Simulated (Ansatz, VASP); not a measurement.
# Ge (Germanium) in two plane-wave programs

Aim: how closely do two programs agree when they are given the same cell, functional and k mesh?

Method: plane waves, with VASP 6.6.1 beside it; band structure at PBE, spin-orbit coupling, in Ansatz 0.2.0.

### 1. The starting structure

The structure is cubic, space group Fd-3m (No. 227). Conventional cell: a = 5.658 Å, b = 5.658 Å, c = 5.658 Å, α = 90.00°, β = 90.00°, γ = 90.00°. Nearest to Ge lie 4 Ge at 2.45 Å.

Structure file:

```cif
data_structure
_symmetry_space_group_name_H-M 'Fd-3m:1'
_symmetry_Int_Tables_number 227
_cell_length_a 5.6578
_cell_length_b 5.6578
_cell_length_c 5.6578
_cell_angle_alpha 90.000
_cell_angle_beta 90.000
_cell_angle_gamma 90.000
_cell_volume 181.11
loop_
_atom_site_label
_atom_site_type_symbol
_atom_site_symmetry_multiplicity
_atom_site_Wyckoff_symbol
_atom_site_fract_x
_atom_site_fract_y
_atom_site_fract_z
_atom_site_occupancy
Ge1 Ge 8 b 0.00000 0.00000 0.50000 1
```

### 2. Ansatz: band structure, PBE, spin-orbit coupling

Ansatz runs on its fully relativistic PAW (standard-fr) files.

A single point gives forces, pressure and levels at one fixed geometry, so differences don't come from the geometry; what else differs is listed under the comparison.

input.yaml

```yaml
crystal:
  lattice:
    - [0.0, 2.82891, 2.82891]
    - [2.82891, 0.0, 2.82891]
    - [2.82891, 2.82891, 0.0]
  atoms:
    - { symbol: Ge, position: [0.0, 0.0, 0.0] }
    - { symbol: Ge, position: [0.25, 0.25, 0.25] }
hamiltonian:
  xc: pbe
  pseudopotentials: { kind: paw_fr }
magnetization:
  noncollinear: true
  spin_orbit: true
kpoints:
  mp_grid: { grid: [4, 4, 4] }
  band_path:
    path:
      - [0.0, 0.0, 0.0]
      - [0.18182, 0.0, 0.18182]
      - [0.36364, 0.0, 0.36364]
      - [0.5, 0.0, 0.5]
      - [0.5, 0.09091, 0.59091]
      - [0.5, 0.18182, 0.68182]
      - [0.5, 0.25, 0.75]
      - [0.45455, 0.29545, 0.75]
      - [0.40909, 0.34091, 0.75]
      - [0.375, 0.375, 0.75]
      - [0.20455, 0.20455, 0.40909]
      - [0.06818, 0.06818, 0.13636]
      - [0.04545, 0.04545, 0.04545]
      - [0.22727, 0.22727, 0.22727]
      - [0.40909, 0.40909, 0.40909]
      - [0.51136, 0.47727, 0.51136]
      - [0.55682, 0.38636, 0.55682]
      - [0.60227, 0.29545, 0.60227]
      - [0.61364, 0.25, 0.63636]
      - [0.56818, 0.25, 0.68182]
      - [0.51136, 0.25, 0.73864]
      - [0.5, 0.29545, 0.70455]
      - [0.5, 0.38636, 0.61364]
      - [0.5, 0.47727, 0.52273]
      - [0.47727, 0.47727, 0.54545]
      - [0.43182, 0.43182, 0.63636]
      - [0.38636, 0.38636, 0.72727]
      - [0.60227, 0.20455, 0.60227]
      - [0.55682, 0.11364, 0.55682]
      - [0.5, 0.0, 0.5]
    npoints: 1
scf:
  occupations: { method: gaussian, width: 0.01 }
  n_extra_bands: 14
output:
  forces: true
  stress: true
  eigenvalues: true
```

Launch:

```
> ansatz run input.yaml --threads 2 --pin off --max-ram 4608MiB --backend cpu --events-out ev --progress --plain --runs-dir out
```

Numbers of over 12 decimals in the logs are rounded to 6 here.

What it wrote:

```text
scf.n_extra_bands = 14 over 28 filled bands (N_el = 28.0): the run solves 42 bands
Engine: ansatz 0.2.0, x86_64-unknown-linux-gnu
Pseudopotentials: kind: paw_fr
Pseudopotential: Ge, paw_fr, valence charge 14, recommended cutoff 420 eV (normal), Ge.paw.azcp#standard-fr
Functional definition: PBE
  parameter kappa = 0.804
  parameter beta = 0.066725
  exchange = pbe_x(kappa = kappa, mu = beta*pi^2/3)
  correlation = pbe_c(beta = beta)
non-collinear run that drives no moment, with spin-orbit: no starting moment large enough to seed its density (crystal.atoms[].spin), no starting occupations that ask for one, no magnetisation constraint and no magnetic field, so the semilocal B_xc is pinned to zero
Crystal: 2 atoms, lattice volume = 45.278 Å³
Basis set: ecut = 420 eV, 893 PW (Γ), exchange–correlation on 54×54×54 points (8 copies of the dense FFT grid, shifted against one another)
Bands: 42, of which v1, the nominal top of the filled ones, is band 28 counted from 1 (27 counted from 0)
Symmetry: 48 space group operations + 48 with time reversal
Magnetic group: BNS 227.129 (UNI 1631), of the structure as read, at distance tolerance 3.6e-5 Å
k-points: 8 of 64
Projection manifold: j_resolved (fully-relativistic pseudo-atomic orbitals)
Non-local potential: Ge, projectors of the file, l = 0: 2, l = 1: 4, l = 2: 6, l = 3: 2
PAW form: soft (Blöchl's): semilocal exchange-correlation on the pseudo side does not see the compensation charge
PAW one-centre angular grid: Ge, 590 points (default); XC on 64 Gauss nodes
Initial density: superposition of atomic densities (chi_scale 0.1, normalization cell)
Initial wavefunctions: pseudopotential atomic-orbital guess
Functional: x = pbe(κ = 0.804, μ = 0.219515), c = pbe(β = 0.066725)
SCF iter   1: F=—  HF=-8589.936173 eV  |F-HF|=—  |Δ(HF+E_count)|=         —  Δρ=3.61e-2  dr2=5.15e-1  dr2_m=0.00e0 (ungated)  ethr=3.10e-3  |M|=0.00e0 ∫|m|=0.00e0 μB  |m|>n=0.0e0 m-floor=0.0e0 τ_xc=0.0e0  β_m=0.30  ⟨swp⟩=7.0  Hψ=803  notcnv=0  defer=2
preconditioner: auto → Kerker (q_TF=auto, 2.518 Å⁻¹)  [metal: Δε(μ)=0.000 eV  Ē_g=25.920 eV  σ=0.010 eV  W_gap=0.00  n_scr=14 (ndim 8)  ℏωp=29.2 eV  f_vac=0.000  D(μ)=3.53/eV (n_scr^D=50)]
spin=Noncollinear: Kerker preconditioning applied to the charge; magnetization (m_x, m_y, m_z) channels mix plain (no charge-response kernel on spin).
SCF iter   2: F=—  HF=-8589.923337 eV  |F-HF|=—  |Δ(HF+E_count)|=   1.28e-2  Δρ=2.89e-2  dr2=3.63e-1  dr2_m=0.00e0 (ungated)  ethr=1.84e-3  |M|=0.00e0 ∫|m|=0.00e0 μB  |m|>n=0.0e0 m-floor=0.0e0 τ_xc=0.0e0  β_m=0.54  ⟨swp⟩=1.0  Hψ=200  notcnv=0  defer=6
SCF iter   3: F=—  HF=-8589.876548 eV  |F-HF|=—  |Δ(HF+E_count)|=   4.68e-2  Δρ=6.07e-3  dr2=3.30e-2  dr2_m=0.00e0 (ungated)  ethr=1.30e-3  |M|=0.00e0 ∫|m|=0.00e0 μB  |m|>n=0.0e0 m-floor=0.0e0 τ_xc=0.0e0  β_m=0.82  ⟨swp⟩=2.0  Hψ=165  notcnv=0  defer=12
SCF iter   4: F=—  HF=-8589.882561 eV  |F-HF|=—  |Δ(HF+E_count)|=   6.01e-3  Δρ=3.72e-3  dr2=4.34e-3  dr2_m=0.00e0 (ungated)  ethr=1.18e-4  |M|=0.00e0 ∫|m|=0.00e0 μB  |m|>n=0.0e0 m-floor=0.0e0 τ_xc=0.0e0  β_m=0.68  ⟨swp⟩=2.0  Hψ=278  notcnv=0  defer=58
SCF iter   5: F=—  HF=-8589.878888 eV  |F-HF|=—  |Δ(HF+E_count)|=   3.67e-3  Δρ=1.67e-3  dr2=1.66e-3  dr2_m=0.00e0 (ungated)  ethr=1.55e-5  |M|=0.00e0 ∫|m|=0.00e0 μB  |m|>n=0.0e0 m-floor=0.0e0 τ_xc=0.0e0  β_m=0.83  ⟨swp⟩=2.0  Hψ=278  notcnv=0  defer=58
SCF iter   6: F=—  HF=-8589.880966 eV  |F-HF|=—  |Δ(HF+E_count)|=   2.08e-3  Δρ=3.33e-4  dr2=4.51e-5  dr2_m=0.00e0 (ungated)  ethr=5.92e-6  |M|=0.00e0 ∫|m|=0.00e0 μB  |m|>n=0.0e0 m-floor=0.0e0 τ_xc=0.0e0  β_m=0.92  ⟨swp⟩=2.4  Hψ=203  notcnv=0  defer=58
SCF iter   7: F=—  HF=-8589.881098 eV  |F-HF|=—  |Δ(HF+E_count)|=   1.32e-4  Δρ=5.81e-5  dr2=1.20e-6  dr2_m=0.00e0 (ungated)  ethr=1.61e-7  |M|=0.00e0 ∫|m|=0.00e0 μB  |m|>n=0.0e0 m-floor=0.0e0 τ_xc=0.0e0  β_m=0.96  ⟨swp⟩=2.0  Hψ=200  notcnv=0  defer=58
SCF iter   8: F=-8589.881103 eV  HF=-8589.881103 eV  |F-HF|=2.65e-7  |Δ(HF+E_count)|=   4.40e-6  Δρ=1.27e-5  dr2=4.98e-8  dr2_m=0.00e0 (ungated)  ethr=3.57e-10  |M|=0.00e0 ∫|m|=0.00e0 μB  |m|>n=0.0e0 m-floor=0.0e0 τ_xc=0.0e0  ⟨swp⟩=7.5  Hψ=818  notcnv=0
SCF 1 converged in 8 iterations: F = -8589.881103 eV  dr2 = 4.98e-8
  greatest PAW one-centre occupation: 0.998 electrons in one spin orbital (limit 2), on the Ge atom at site 0 (counted from 0), in its partial waves of l = 2
NSCF: frozen V_eff on 30 k-points
SCF converged after 8 iterations
Magnetization: |M| = 0.0000 μB,  M = (+0.0000, +0.0000, +0.0000) μB
Absolute magnetization: 0.0000 μB (∫|m|)
  site 0: m = (+0.0000, +0.0000, +0.0000) μB, |m| = 0.0000 μB  (R = 1.01 Å)
  site 1: m = (+0.0000, +0.0000, +0.0000) μB, |m| = 0.0000 μB  (R = 1.01 Å)
Free energy (F): -8589.881103 eV
Harris-Foulkes:  -8589.881103 eV  (|F-HF|=2.65e-7)
Internal energy: -8589.880927 eV  (E = F + TS)
E sigma→0 (E₀):  -8589.881015 eV
Entropy (-TS):   -0.000176 eV (-0.088 meV/atom)
Fermi energy:    8.718064 eV
--- Per-component energies (eV) ---
  E_band       = -296.287461
  E_kinetic    = 223.938807
  E_local      = -4943.474321  (includes V_loc(G=0)·N_el)
  E_nonlocal   = 838.140826
  E_hartree    = 2171.079826
  E_xc         = -151.387130
  E_vxc        = -129.558176  (∫ρ·V_xc dr)
  E_paw        = -4041.044944  (= ΣΔE_a)
  E_vpaw       = -627.500174  (= ΣTr[D̂ρ^β])
  E_aug_tail   = 0.000716  (compensation charges beyond the density's cutoff)
  E_ewald      = -2687.134708
  E_smearing   = -0.000176  (= −TS)
  E_closure    = 0.000000  (closes the sum)
  Σ components = -8589.881103   (vs F -8589.881103, Δ=0.00e0)
--- Forces (eV/Å), atoms counted from 1 ---
  atom   1  Ge    -0.00000000    -0.00000000    -0.00000000
  atom   2  Ge     0.00000000     0.00000000    -0.00000000
  max |Σ_I F_I| component: 7.40e-17 eV/Å
--- Stress (GPa, compression-positive) ---
        4.609458       0.000000       0.000000
       -0.000000       4.609458      -0.000000
       -0.000000       0.000000       4.609458
  P = ⅓ Tr σ = 4.6095 GPa (46.095 kbar)
--- Band table (eV; the first three rows and the last of 8) ---
  k-point 0: bands = [... 24 lower, 8.6598, 8.6598, 8.7181, 8.7181, 8.7181, 8.7181, 11.0097, 11.0097, ... 10 higher]
  k-point 1: bands = [... 24 lower, 7.6391, 7.6391, 7.8260, 7.8260, 9.2860, 9.2860, 12.1655, 12.1655, ... 10 higher]
  k-point 2: bands = [... 24 lower, 7.1162, 7.1162, 7.3019, 7.3019, 8.7991, 8.7991, 12.2966, 12.2966, ... 10 higher]
  k-point 7: bands = [... 24 lower, 4.6690, 4.6690, 4.7439, 4.7439, 12.8574, 12.8574, 12.9930, 12.9930, ... 10 higher]
```

Run time: 5 s. Hardware: 2 threads of AMD EPYC 7R43, shared host; peak memory 0.44 GiB; 9.5 s of CPU time.

The column dr2 measures how far the density is from self-consistency, as an energy; F and HF (Harris–Foulkes) agree once it is small.

(Continued in part 2 of 2.)

[Lines on the potential files, build, host, timing and source positions are cut from VASP's logs without a mark.]

[Logs are printed without paths, hosts, clocks, repeated set-up lines and the standing remarks that a program may print on its own settings, such as how far it seeks lower states.]

[Hosts, paths, dates, database ids (printed as entryN), source tags and the programs' standing remarks are cut or masked in the printed files.]
